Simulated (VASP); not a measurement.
Output of a VASP run:

OSZICAR:
```
       N       E                     dE             d eps       ncg     rms          rms(c)
DAV:   1     0.208116260952E+02    0.20812E+02   -0.44684E+03   128   0.988E+02
DAV:   2    -0.130195312550E+02   -0.33831E+02   -0.33547E+02   208   0.190E+02
DAV:   3    -0.136032645828E+02   -0.58373E+00   -0.58373E+00   152   0.241E+01
DAV:   4    -0.136091581039E+02   -0.58935E-02   -0.58935E-02   240   0.297E+00
DAV:   5    -0.136091848086E+02   -0.26705E-04   -0.26705E-04   160   0.163E-01    0.507E+00
DAV:   6    -0.127708801206E+02    0.83830E+00   -0.21792E+00   192   0.114E+01    0.228E+00
DAV:   7    -0.126442854908E+02    0.12659E+00   -0.32905E-01   208   0.423E+00    0.826E-01
DAV:   8    -0.126326242615E+02    0.11661E-01   -0.35924E-02   152   0.142E+00    0.977E-02
DAV:   9    -0.126330276991E+02   -0.40344E-03   -0.61568E-04   144   0.298E-01    0.540E-02
DAV:  10    -0.126332192946E+02   -0.19160E-03   -0.29730E-04   136   0.165E-01    0.105E-02
DAV:  11    -0.126332197871E+02   -0.49247E-06   -0.11200E-05   216   0.303E-02    0.395E-03
DAV:  12    -0.126332206263E+02   -0.83919E-06   -0.11734E-06   176   0.122E-02    0.654E-04
DAV:  13    -0.126332205904E+02    0.35829E-07   -0.52831E-08   184   0.204E-03    0.171E-04
DAV:  14    -0.126332206015E+02   -0.11014E-07   -0.27772E-09   136   0.576E-04    0.325E-05
DAV:  15    -0.126332205932E+02    0.82634E-08   -0.25670E-10    96   0.150E-04
   1 F= -.12633221E+02 E0= -.12633221E+02  d E =-.213784E-81
```

File OUTCAR:
```
------------------------ aborting loop because EDIFF is reached ----------------------------------------
  FORCE on cell =-STRESS in cart. coord.  units (eV):
  Direction    XX          YY          ZZ          XY          YZ          ZX
  --------------------------------------------------------------------------------------
  Total        2.4702237      2.4702237      2.4702237      0.0000000      0.0000000     -0.0000000
  in kB      183.8870943    183.8870943    183.8870943      0.0000000      0.0000000     -0.0000000
  external PRESSURE =     183.8870943 kB  Pullay stress =       0.0000000 kB
  volume of cell :       21.52
      direct lattice vectors                 reciprocal lattice vectors
     0.000000000  2.207777000  2.207777000    -0.226472148  0.226472148  0.226472148
     2.207777000  0.000000000  2.207777000     0.226472148 -0.226472148  0.226472148
     2.207777000  2.207777000  0.000000000     0.226472148  0.226472148 -0.226472148
  FREE ENERGIE OF THE ION-ELECTRON SYSTEM (eV)
  ---------------------------------------------------
  free  energy   TOTEN  =       -12.6332205932 eV

  energy  without entropy=      -12.6332205932  energy(sigma->0) =      -12.63322059
```
(Selected blocks of OUTCAR.)

**POSCAR**
```
BP
1
    0.0000000000     2.2077770000     2.2077770000
    2.2077770000     0.0000000000     2.2077770000
    2.2077770000     2.2077770000     0.0000000000
B P
1 1
Direct
  0.0000000000   0.0000000000   0.0000000000
  0.2500000000   0.2500000000   0.2500000000
```

Question: Reconstruct the remaining input files.

Answer: One answer among several that fit: the input of the run itself, PBE GGA, plane waves, VASP's PBE PAW potentials (set 64).

**INCAR**
```
SYSTEM = BP
PREC = Normal
ENCUT = 500
EDIFF = 1E-8
NELM = 100
ALGO = Normal
LREAL = .FALSE.
LASPH = .TRUE.
ISMEAR = 0
SIGMA = 0.01
GGA = PE
LWAVE = .TRUE.
LCHARG = .FALSE.
```

KPOINTS:
```
K-points
0
G
  4 4 4
0 0 0
```

POTCAR, in this order: B_GW P_GW (PBE.64 set). Program: vasp_std.

The compound is BP in the zinc blende structure. This cell is one point of a volume scan, at 0.92 of the reference volume. The k-mesh is coarse (spacing up to 0.62 per Å, 2π included), so the numbers may not be converged in it.
